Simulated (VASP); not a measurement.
Data:

```
CELL_PARAMETERS angstrom
      2.57526    -4.22438     0.00000
      2.57526     4.22438     0.00000
      0.00000     0.00000     4.02643
ATOMIC_POSITIONS crystal
  La 0.49993 0.50158 0.99570
  Al 0.00249 0.99950 0.50982
  Ni 0.17181 0.84093 0.00498
  Ni 0.82534 0.17094 0.99578
  Ni 0.00337 0.49930 0.50045
  Ni 0.49706 0.98776 0.49328
```

Computed with PBEsol GGA, VASP's PBE PAW potentials (set 64) (plane waves; VASP). Numerical set-up: 300 eV cut-off, 4×4×4 Γ-centred mesh, Gaussian smearing of 0.20 eV, potentials La Al Ni.

At this cut-off the stress carries a Pulay error, which pulls relaxed volumes low.

### Question
Which forces act on the atoms, in eV/Å?

### Answer

```csv
atom,Fx,Fy,Fz
La1,0.015,0.033,0.116
Al2,-0.039,0.200,-0.367
Ni3,-0.148,-0.240,-0.119
Ni4,-0.013,-0.137,0.209
Ni5,-0.027,0.062,-0.051
Ni6,0.213,0.083,0.212
```

### Question
Give the stress tensor in GPa (positive for a compressed cell).

### Answer

```
-2.67   0.05   0.03
 0.05  -1.79  -0.08
 0.03  -0.08  -2.28
```
The pressure is its mean diagonal, -2.25 GPa.

The structure comes from a computed database's LaAlNi4 entry; how it stands against other phases isn't given here. The cell was not relaxed at this level, atoms are displaced from their ideal sites. The k-mesh is coarse (spacing up to 0.39 per Å, 2π included), so the numbers may not be converged in it. The run is not spin-polarised, so no magnetic state was tried.
